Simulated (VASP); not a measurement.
OSZICAR of a VASP run on MgS (rock salt):

File OSZICAR:
```
       N       E                     dE             d eps       ncg     rms          rms(c)
DAV:   1     0.234024486319E+02    0.23402E+02   -0.37515E+03   472   0.816E+02
DAV:   2    -0.792618618346E+01   -0.31329E+02   -0.29033E+02   632   0.109E+02
DAV:   3    -0.888691841526E+01   -0.96073E+00   -0.96073E+00   624   0.257E+01
DAV:   4    -0.889007015327E+01   -0.31517E-02   -0.31517E-02   728   0.165E+00
DAV:   5    -0.889007362634E+01   -0.34731E-05   -0.34731E-05   600   0.482E-02    0.451E+00
DAV:   6    -0.853367053905E+01    0.35640E+00   -0.90503E-01   504   0.477E+00    0.356E+00
DAV:   7    -0.849306228564E+01    0.40608E-01   -0.23717E-01   584   0.262E+00    0.234E+00
DAV:   8    -0.849327788984E+01   -0.21560E-03   -0.12662E-02   528   0.955E-01    0.881E-01
DAV:   9    -0.849312012935E+01    0.15776E-03   -0.48466E-04   576   0.183E-01    0.261E-01
DAV:  10    -0.849315843358E+01   -0.38304E-04   -0.13010E-04   648   0.768E-02    0.143E-02
DAV:  11    -0.849315588298E+01    0.25506E-05   -0.20134E-05   520   0.235E-02    0.947E-03
DAV:  12    -0.849315589407E+01   -0.11098E-07   -0.37726E-07   320   0.546E-03
   1 F= -.90856315E+01 E0= -.90856315E+01  d E =-.908563E+01
```

Which electronic solver shows in the log?

It is blocked Davidson (ALGO = Normal, or the opening steps of other solvers). The INCAR had ALGO = Normal.

Can the final energy be trusted as converged?

Self-consistency was reached. It stopped with EDIFF = 1E-6, NELM = 100, NSW = 60 and EDIFFG = -0.01 after 1 ionic step (PBE GGA with D4 dispersion, plane waves, VASP's PBE PAW potentials (set 64)).

The compound is MgS in the rock salt structure. It was relaxed first. The start is the result of an earlier pass.
